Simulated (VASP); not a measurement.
AlGaN₂ (space group P3m1): computed properties

The numbers are results of r2SCAN meta-GGA, VASP's PBE PAW potentials (set 64) (plane waves; VASP), not measurements.

```json
{
  "space_group": "P3m1 (156)",
  "cell": "a = b = 3.145 Å, c = 5.098 Å, α = β = 90.00°, γ = 120.00°",
  "volume_per_atom": "10.92 Å³/atom",
  "band gap (over mesh and band path)": "3.38 eV",
  "smallest direct gap (over mesh and band path)": "3.38 eV",
  "band_edge_character": "direct, Γ to Γ",
  "density": "4.74 g/cm³",
  "mean ε∞ (independent particles)": "4.70"
}
```

```
AlGaN2
1.0
    3.14506     0.00000     0.00000
   -1.57253     2.72370     0.00000
    0.00000     0.00000     5.09755
Al Ga N
1 1 2
Direct
  0.00000   0.00000   0.99935
  0.66667   0.33333   0.49741
  0.66667   0.33333   0.11154
  0.00000   0.00000   0.62809
```

The structure comes from a computed database's AlGaN2 entry (P3m1); how it stands against other phases isn't given here. It was relaxed first. Symmetry was kept, so distortions that lower it aren't found.
